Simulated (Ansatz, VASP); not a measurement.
## CsS3Br: VASP beside Ansatz

Wanted: the spread between two codes on one cell, functional and k mesh. The two relaxations start from unlike cells of this crystal (the structure described is Ansatz's start), so only their ends are compared.

Calculated with Ansatz 0.2.0; plane waves, with VASP 6.6.1 beside it; relaxation of cell and atoms at revPBE.

The structure was built from a prototype and need not be the compound's stable phase.

## (1) The structure

It takes space group R3m (No. 160, trigonal). Conventional cell: a = 7.859 Å, b = 7.859 Å, c = 10.097 Å, α = 90.00°, β = 90.00°, γ = 120.00°. Nearest to Cs lie 12 S at 3.94 to 4.36 Å and 4 Br at 4.70 to 4.73 Å. Nearest to Br lie 3 S at 1.82 Å and 4 Cs at 4.70 to 4.73 Å. S has 1 Br at 1.82 Å and 4 Cs at 3.94 to 4.36 Å nearest. As first built, before any earlier steps moved the atoms (in the runner's words): all Cl replaced by Br and O replaced by S in the R3m structure of CsClO3. Farther neighbours and most contacts between anions are not listed.

## (2) VASP: relaxation of cell and atoms, revPBE

The relaxed volume is the usual yardstick between codes: in a stiff, nearly cubic crystal its relative difference is about their pressure difference at one cell divided by the bulk modulus.

Lines of VASP's logs that name or quote its potential files are left out, and so is its time.

Contents of INCAR:

```
SYSTEM = CsS3Br
PREC = Accurate
ENCUT = 500
EDIFF = 1E-07
NELM = 120
ISMEAR = -1
SIGMA = 0.05
LREAL = .FALSE.
ALGO = Normal
GGA = RE
NBANDS = 23
LORBIT = 11
LWAVE = .FALSE.
LCHARG = .FALSE.
ISIF = 3
IBRION = 2
NSW = 80
EDIFFG = -0.005
LASPH = .TRUE.
GGA_COMPAT = .FALSE.
NELMIN = 4
EFERMI = MIDGAP
KPAR = 2
```

Contents of POSCAR:

```
CsS3Br
1.0
    3.7229084150      2.1494221223      4.5076349975
   -3.7229084150      2.1494221223      4.5076349975
    0.0000000000     -4.2988442446      4.5076349975
Cs Br S
1 1 3
Direct
    0.9840322942      0.9840322942      0.9840322942
    0.4578853795      0.4578853795      0.4578853795
    0.0811461774      0.5679179482      0.5679178922
    0.5679179657      0.5679179657      0.0811460865
    0.5679179482      0.0811461774      0.5679178922
```

Contents of KPOINTS:

```
Automatic mesh
0
Gamma
4 4 4
0 0 0
```

PAW data sets: Cs_sv, Br and S (PBE family, release 64).

Started as:

```sh
mpirun -np 2 vasp_std
```

Numbers of over 12 decimals in the logs are rounded to 6 here.

The log of the run:

```text
[banner, memory and clock lines left out]
running    2 mpi-ranks, on    1 nodes
 distrk:  each k-point on    1 cores,    2 groups
 distr:  one band on    1 cores,    1 groups

 POSCAR found type information on POSCAR CsBrS
 POSCAR found :  3 types and       5 ions
|                                                                             |
|               ----> ADVICE to this user running VASP <----                  |
|                                                                             |
|     You enforced a specific xc type in the INCAR file but a different       |
|     [... a line on the potential file left out ...]
|     I HOPE YOU KNOW WHAT YOU ARE DOING!                                     |
|                                                                             |

 LDA part: xc-table for (Slater+PW92), standard interpolation
 POSCAR, INCAR and KPOINTS ok, starting setup
 FFT: planning ... GRIDC
 FFT: planning ... GRID_SOFT
 FFT: planning ... GRID
 WAVECAR not read
 entering main loop
       N       E                     dE             d eps       ncg     rms          rms(c)
DAV:   1     0.222023052714E+03    0.22202E+03   -0.12751E+04   598   0.115E+03
DAV:   2     0.793813078956E+01   -0.21408E+03   -0.20758E+03   838   0.202E+02
DAV:   3    -0.144591606530E+02   -0.22397E+02   -0.22299E+02   752   0.742E+01
DAV:   4    -0.148389729667E+02   -0.37981E+00   -0.37933E+00   718   0.118E+01
DAV:   5    -0.148468091461E+02   -0.78362E-02   -0.78347E-02   774   0.168E+00    0.163E+01
DAV:   6    -0.128192942786E+02    0.20275E+01   -0.35696E+00   619   0.101E+01    0.104E+01
DAV:   7    -0.128259350473E+02   -0.66408E-02   -0.13780E+00   752   0.492E+00    0.749E+00
DAV:   8    -0.128235078189E+02    0.24272E-02   -0.61199E-02   784   0.137E+00    0.389E+00
DAV:   9    -0.128333789025E+02   -0.98711E-02   -0.18692E-02   647   0.820E-01    0.672E-01
DAV:  10    -0.128343104004E+02   -0.93150E-03   -0.19782E-03   788   0.234E-01    0.362E-01
DAV:  11    -0.128352494988E+02   -0.93910E-03   -0.10050E-03   647   0.208E-01    0.803E-02
DAV:  12    -0.128354354518E+02   -0.18595E-03   -0.16245E-04   696   0.880E-02    0.273E-02
DAV:  13    -0.128354888221E+02   -0.53370E-04   -0.10541E-04   654   0.762E-02    0.358E-02
DAV:  14    -0.128354900540E+02   -0.12319E-05   -0.45668E-06   884   0.109E-02    0.152E-02
DAV:  15    -0.128354909658E+02   -0.91174E-06   -0.11021E-06   731   0.691E-03    0.293E-03
DAV:  16    -0.128354912595E+02   -0.29374E-06   -0.30149E-07   648   0.383E-03    0.256E-03
DAV:  17    -0.128354912916E+02   -0.32037E-07   -0.86810E-08   528   0.212E-03
   1 F= -.12835491E+02 E0= -.12835393E+02  d E =-.128355E+02
[... from here on, the cycles between the ionic steps are left out ...]
   2 F= -.12835556E+02 E0= -.12835460E+02  d E =-.648528E-04
   3 F= -.12835690E+02 E0= -.12835598E+02  d E =-.198423E-03
  16 F= -.12836097E+02 E0= -.12836002E+02  d E =-.220894E-03
  17 F= -.12836098E+02 E0= -.12836003E+02  d E =-.222397E-03
  18 F= -.12836117E+02 E0= -.12836021E+02  d E =-.185311E-04
  19 F= -.12836167E+02 E0= -.12836069E+02  d E =-.688502E-04
  20 F= -.12836243E+02 E0= -.12836141E+02  d E =-.145357E-03
  21 F= -.12836298E+02 E0= -.12836184E+02  d E =-.199919E-03
  22 F= -.12836305E+02 E0= -.12836190E+02  d E =-.686938E-05
  23 F= -.12836324E+02 E0= -.12836208E+02  d E =-.264021E-04
  24 F= -.12836355E+02 E0= -.12836233E+02  d E =-.571203E-04
 curvature:  -3.47 expect dE=-0.287E-03 dE for cont linesearch -0.153E-04
 ZBRENT: increasing intervall
 opt :   0.8430  next Energy=   -12.836386 (dE=-0.881E-04)
 bond charge predicted
       N       E                     dE             d eps       ncg     rms          rms(c)
DAV:   1    -0.128363502077E+02    0.48726E-05   -0.42936E-02   598   0.916E-01    0.793E-02
DAV:   2    -0.128364148388E+02   -0.64631E-04   -0.14489E-03   612   0.215E-01    0.442E-02
DAV:   3    -0.128363926160E+02    0.22223E-04   -0.28070E-05   780   0.332E-02    0.262E-02
DAV:   4    -0.128363826378E+02    0.99782E-05   -0.26797E-05   696   0.265E-02    0.122E-02
DAV:   5    -0.128363831578E+02   -0.52003E-06   -0.23931E-06   759   0.870E-03    0.522E-03
DAV:   6    -0.128363834891E+02   -0.33127E-06   -0.40413E-07   738   0.346E-03    0.255E-03
DAV:   7    -0.128363836074E+02   -0.11832E-06   -0.10274E-07   418   0.188E-03    0.605E-04
DAV:   8    -0.128363835886E+02    0.18782E-07   -0.18748E-08   313   0.821E-04
  25 F= -.12836384E+02 E0= -.12836251E+02  d E =-.855845E-04
 curvature:  -7.03 expect dE=-0.101E-03 dE for cont linesearch -0.929E-06
 trial: gam=-0.11980 g(F)=  0.161E-05 g(S)=  0.127E-04 ort = 0.198E-04 (trialstep = 0.199E+00)
 search vector abs. value=  0.520E-04
 reached required accuracy - stopping structural energy minimisation
```

From OUTCAR (step 2):

```text
ion  position               nearest neighbor table
   1  0.984  0.984  0.984-
   2  0.458  0.458  0.458-   3 2.21   5 2.21   4 2.21
   3  0.081  0.568  0.568-   2 2.21
   4  0.568  0.568  0.081-   2 2.21
   5  0.568  0.081  0.568-   2 2.21

  LATTYP: Found a trigonal (rhomboedric) cell.
 ALAT       =     6.2288711495
 COS(alpha) =     0.2855431468

 Subroutine GETGRP returns: Found  6 space group operations
 (whereof  6 operations were pure point group operations)

The static configuration has the point symmetry C_3v.

 Found     13 irreducible k-points:

   k-points           NKPTS =     13   k-points in BZ     NKDIM =     13   number of bands    NBANDS=     23

   dimension x,y,z NGX =    48 NGY =   48 NGZ =   48
   dimension x,y,z NGXF=    96 NGYF=   96 NGZF=   96

   ENCUT  =  500.0 eV  36.75 Ry    6.06 a.u.  11.36 11.36 11.36*2*pi/ulx,y,z

   NELECT =      34.0000    total number of electrons

 k-points in reciprocal lattice and weights: Automatic mesh
   0.00000000  0.00000000  0.00000000       0.016
   0.25000000 -0.00000000  0.00000000       0.094
   0.50000000 -0.00000000  0.00000000       0.047
   0.25000000  0.25000000  0.00000000       0.094
   0.50000000  0.25000000  0.00000000       0.188
  -0.25000000  0.25000000  0.00000000       0.094
   0.50000000  0.50000000  0.00000000       0.047
   0.25000000  0.25000000  0.25000000       0.031
   0.50000000  0.25000000  0.25000000       0.094
  -0.25000000  0.25000000  0.25000000       0.094
   0.50000000  0.50000000  0.25000000       0.094
  -0.25000000  0.50000000  0.25000000       0.094
   0.50000000  0.50000000  0.50000000       0.016

 average (electrostatic) potential at core
       1 -50.7575       2 -69.4520       3 -91.1238       4 -91.1238       5 -91.1238

 E-fermi :  -0.2079

 k-point     1 :       0.0000    0.0000    0.0000
  band No.  band energies     occupation
    ...
     13      -1.6749      2.00000
     14      -1.1194      2.00000
     15      -1.0532      2.00000
     16      -1.0532      2.00000
     17      -0.5305      1.99685
     18       0.1645      0.00116
     19       2.1101      0.00000
     20       2.1101      0.00000
     21       3.7485      0.00000
     22       5.4785      0.00000
    ...

 k-point     2 :       0.2500   -0.0000    0.0000
  band No.  band energies     occupation
    ...
     13      -1.6245      2.00000
     14      -1.3148      2.00000
     15      -1.1207      2.00000
     16      -1.0210      2.00000
     17      -0.7320      1.99994
     18       0.5731      0.00000
     19       1.9416      0.00000
     20       2.3256      0.00000
     21       4.2367      0.00000
     22       5.3457      0.00000
    ...

 k-point     3 :       0.5000   -0.0000    0.0000
  band No.  band energies     occupation
    ...
     13      -1.5227      2.00000
     14      -1.4214      2.00000
     15      -1.2762      2.00000
     16      -0.9157      2.00000
     17      -0.8709      2.00000
     18       0.9312      0.00000
     19       1.7176      0.00000
     20       2.5078      0.00000
     21       4.8313      0.00000
     22       5.3895      0.00000
    ...

  Total        0.0190990      0.0190990      0.0241902      0.0000000      0.0000000      0.0000000
  in kB        0.1404407      0.1404407      0.1778785      0.0000000      0.0000000      0.0000000
  external PRESSURE =       0.1529200 kB  Pullay stress =       0.0000000 kB

  energy-cutoff  :      500.00
  volume of cell :      217.88
      direct lattice vectors                 reciprocal lattice vectors
     3.705773563  2.139529311  4.580140979     0.134924596  0.077898754  0.072777964
    -3.705773563  2.139529311  4.580140979    -0.134924596  0.077898754  0.072777964
    -0.000000000 -4.279058623  4.580140979     0.000000000 -0.155797507  0.072777964

 POSITION                                       TOTAL-FORCE (eV/Angst)
 -----------------------------------------------------------------------------------
     -0.00000      0.00000     13.49280         0.000000     -0.000000     -0.004477
     -0.00000      0.00000      6.28852         0.000000      0.000000      0.003493
     -1.81302     -1.04675      5.58436         0.000445      0.000257      0.000328
     -0.00000      2.09350      5.58436         0.000000     -0.000514      0.000328
      1.81302     -1.04675      5.58436        -0.000445      0.000257      0.000328
 -----------------------------------------------------------------------------------
    total drift:                               -0.000000     -0.000530     -0.000372

  FREE ENERGIE OF THE ION-ELECTRON SYSTEM (eV)
  ---------------------------------------------------
  free  energy   TOTEN  =       -12.8363835886 eV

  energy  without entropy=      -12.8361191080  energy(sigma->0) =      -12.83625135

 reached required accuracy - stopping structural energy minimisation

 total charge
# of ion       s       p       d       tot
------------------------------------------
    1        1.834   4.731   0.015   6.580
    2        1.640   2.905   0.201   4.747
    3        1.378   2.274   0.000   3.652
    4        1.378   2.274   0.000   3.652
    5        1.378   2.274   0.000   3.652
--------------------------------------------------
tot          7.608  14.457   0.216  22.281

[... 3 further parts left out ...]
```

CONTCAR:

```
CsS3Br
   1.00000000000000
     3.7057735626757653    2.1395293114338956    4.5801409785842493
    -3.7057735626757653    2.1395293114338956    4.5801409785842493
    -0.0000000000000000   -4.2790586228677912    4.5801409785842493
  Cs              Br              S
     1     1     3
Direct
     0.9819784916104999    0.9819784916104999    0.9819784916104999
     0.4576658500419822    0.4576658500419822    0.4576658500419822
     0.0802566828247464    0.5694993615114227    0.5694993055113455
     0.5694993790113427    0.5694993790113427    0.0802565919248240
     0.5694993615114227    0.0802566828247464    0.5694993055113455
```

The run keeps the 6 symmetry operations of its start, so it cannot find a distortion of lower symmetry.

(Continued in part 2 of 2.)

[Lines on the potential files, build, host, timing and source positions are cut from VASP's logs without a mark.]

[Logs are printed without paths, hosts, clocks, repeated set-up lines and the standing remarks that a program may print on its own settings, such as how far it seeks lower states.]

[Hosts, paths, dates, database ids (printed as entryN), source tags and the programs' standing remarks are cut or masked in the printed files.]
